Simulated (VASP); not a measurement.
Computed with r2SCAN+rVV10, VASP's PBE PAW potentials (set 64) (plane waves; VASP).

A VASP calculation is set up with these files.

**KPOINTS**
```
Automatic mesh
0
Gamma
20 20 20
0 0 0
```

KPOINTS_OPT:
```
k-points along high-symmetry lines
10
Line-mode
Reciprocal
  0.000000   0.000000   0.000000 ! GAMMA
  0.500000   0.000000   0.500000 ! X

  0.500000   0.000000   0.500000 ! X
  0.625000   0.250000   0.625000 ! U

  0.375000   0.375000   0.750000 ! K
  0.000000   0.000000   0.000000 ! GAMMA

  0.000000   0.000000   0.000000 ! GAMMA
  0.500000   0.500000   0.500000 ! L

  0.500000   0.500000   0.500000 ! L
  0.500000   0.250000   0.750000 ! W

  0.500000   0.250000   0.750000 ! W
  0.500000   0.000000   0.500000 ! X
```

**POSCAR**
```
Ni
3.4654380
  0.0000000000   0.5000000350   0.5000000350
  0.5000000350   0.0000000000   0.5000000350
  0.5000000350   0.5000000350   0.0000000000
Ni
1
Cartesian
  0.5000000350   0.0000000000   0.5000000350
```

### INCAR
```
# general
SYSTEM   = Ni
PREC     = Accurate
ENCUT    = 400
LREAL    = F
LASPH    = T

# electronic loop
EDIFF    = 1E-7
NELM     = 100
ALGO     = Normal
LMAXMIX  = 4
LMIXTAU  = T

# smearing
ISMEAR   = -5

# functional
METAGGA  = R2SCAN
LUSE_VDW = T
BPARAM   = 11.95
CPARAM   = 0.0093

# spin
ISPIN    = 2
MAGMOM   = 0.8

# ions
ISIF     = 2

# output
LWAVE    = F
LCHARG   = F
LORBIT   = 11
NEDOS    = 601
```

POTCAR, in this order: Ni (PBE.64 set). Program: vasp_std.

Output of the run:

File OSZICAR:
```
       N       E                     dE             d eps       ncg     rms          rms(c)
DAV:   1     0.105369353114E+02    0.10537E+02   -0.42095E+03  9745   0.122E+03
DAV:   2    -0.137261665395E+02   -0.24263E+02   -0.23326E+02  9294   0.153E+02
DAV:   3    -0.140665506152E+02   -0.34038E+00   -0.33970E+00 10633   0.238E+01
DAV:   4    -0.140699319621E+02   -0.33813E-02   -0.33810E-02 10508   0.204E+00
DAV:   5    -0.140700183418E+02   -0.86380E-04   -0.86402E-04 10704   0.280E-01    0.111E+01
DAV:   6    -0.122688751880E+02    0.18011E+01   -0.29063E+01  9761   0.909E+01    0.860E+00
DAV:   7    -0.117161783980E+02    0.55270E+00   -0.78407E+00  9814   0.390E+01    0.249E+00
DAV:   8    -0.117095345996E+02    0.66438E-02   -0.35395E-02  9338   0.229E+00    0.161E+00
DAV:   9    -0.117007185332E+02    0.88161E-02   -0.63605E-02 10142   0.376E+00    0.462E-01
DAV:  10    -0.117018337922E+02   -0.11153E-02   -0.22464E-02 10409   0.198E+00    0.199E-01
DAV:  11    -0.117018163818E+02    0.17410E-04   -0.98206E-03  9666   0.152E+00    0.134E-01
DAV:  12    -0.117016757206E+02    0.14066E-03   -0.17252E-03 10124   0.651E-01    0.281E-02
DAV:  13    -0.117017042051E+02   -0.28485E-04   -0.26047E-05 11723   0.643E-02    0.135E-02
DAV:  14    -0.117017171282E+02   -0.12923E-04   -0.41323E-06 10493   0.203E-02    0.181E-03
DAV:  15    -0.117017192441E+02   -0.21159E-05   -0.53598E-07  9509   0.647E-03    0.140E-03
DAV:  16    -0.117017187210E+02    0.52308E-06   -0.11841E-07  5093   0.416E-03    0.879E-04
DAV:  17    -0.117017190502E+02   -0.32922E-06   -0.62891E-08  4736   0.278E-03    0.221E-04
DAV:  18    -0.117017190800E+02   -0.29845E-07   -0.22801E-09  4730   0.633E-04
   1 F= -.11701719E+02 E0= -.11701719E+02  d E =0.000000E+00  mag=     0.7119
       N       E                     dE             ncg
```

**OUTCAR**
```
------------------------ aborting loop because EDIFF is reached ----------------------------------------
  FORCE on cell =-STRESS in cart. coord.  units (eV):
  Direction    XX          YY          ZZ          XY          YZ          ZX
  --------------------------------------------------------------------------------------
  Total       -0.0077725     -0.0077725     -0.0077725      0.0000000      0.0000000     -0.0000000
  in kB       -1.1968998     -1.1968998     -1.1968998      0.0000000      0.0000000     -0.0000000
  external PRESSURE =      -1.1968998 kB  Pullay stress =       0.0000000 kB
  volume of cell :       10.40
      direct lattice vectors                 reciprocal lattice vectors
     0.000000000  1.732719121  1.732719121    -0.288563792  0.288563792  0.288563792
     1.732719121  0.000000000  1.732719121     0.288563792 -0.288563792  0.288563792
     1.732719121  1.732719121  0.000000000     0.288563792  0.288563792 -0.288563792
 POSITION                                       TOTAL-FORCE (eV/Angst)
 -----------------------------------------------------------------------------------
      0.00000      0.00000      0.00000         0.000000     -0.000000      0.000000
 -----------------------------------------------------------------------------------
    total drift:                                0.000000      0.000000     -0.000000
  FREE ENERGIE OF THE ION-ELECTRON SYSTEM (eV)
  ---------------------------------------------------
  free  energy   TOTEN  =       -11.7017190800 eV

  energy  without entropy=      -11.7017190800  energy(sigma->0) =      -11.70171908

 total charge

# of ion       s       p       d       tot
------------------------------------------
    1        0.535   0.562   8.329   9.425

 magnetization (x)

# of ion       s       p       d       tot
------------------------------------------
    1       -0.010  -0.044   0.783   0.729
```
(Selected blocks of OUTCAR.)

For a metal the tetrahedron method with Blöchl corrections gives inexact stress and forces.

The structure comes from a measured Ni entry (Fm-3m) of the Crystallography Open Database, whose conditions weren't checked. It was relaxed first.
